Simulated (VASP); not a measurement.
# MoTe2: transverse stress against strain

MoTe2 (2H layered, P6_3/mmc, 24.603 Å³/atom and stress up to 0.13 GPa in the relaxed cell, c along z) under a strain ε along c (axis z), the other axes held. PBEsol in VASP (plane waves, PAW), 480 eV, 12×12×4 Γ-centred mesh, Gaussian smearing 0.05 eV; ions are relaxed, or left where forces stay under 0.02 eV/Å, within the symmetry of each cell. Stress is positive for a compressed cell.

Here s stands for strain and y for stress xx.

| strain (%) | stress xx (GPa) |
|---|---|
| -1.50 | 0.31 |
| -1.00 | 0.24 |
| -0.50 | 0.17 |
| 0.00 | 0.13 |
| 0.50 | 0.06 |
| 1.00 | 0.02 |
| 1.50 | -0.01 |
| 3.00 | ? |

Taking a straight line for y over the 7 complete rows: Means: s 0, y 0.131. About the means, the sum of products is -0.75500 and the sum of squares of s is 7.0000; the slope is their ratio. Least squares gives y = 0.131 - 0.1079·s. Residuals (row less fit): 0.017, 0.001, -0.015, -0.001, -0.017, -0.003, 0.021; standard error 0.016 (degrees of freedom: 5). The slope gives the elastic constant C13 = 10.8 ± 0.6 GPa (± standard error of the fit, which holds the terms cut off).

Q: Predict the withheld y at s = 3.00 from the fit, and compare with the calculation.

A: y = 0.131 - 0.1079 × 3.0 = -0.193 GPa. The calculation gives -0.10 GPa, 0.093 GPa above the prediction (22.7 % of the range of y in the table). The row lies outside the fitted rows, so this is an extrapolation. From the scatter of the fitted rows alone, a prediction at this place has a standard error of 0.025 GPa, so the miss is 3.7 times that.

A polynomial of degree 2 through the 12 other runs of the series gives -0.09 there, so most of the miss is curvature that the fit leaves out. Spin-orbit coupling is left out, which can shift these values for the heavy elements here. For MoTe2: without a dispersion term in the relaxation, distances and binding between the weakly bound layers, chains or molecules are unreliable, and so is what depends on them. Rows are the converged runs of the series near zero and its far end, less any whose ions stayed unrelaxed beside relaxed ones; series whose fitted rows scatter by over a few per cent of the range, as at a crossing or softening among them, aren't shown in this form. Most that stay on the fit to the last digits aren't either.
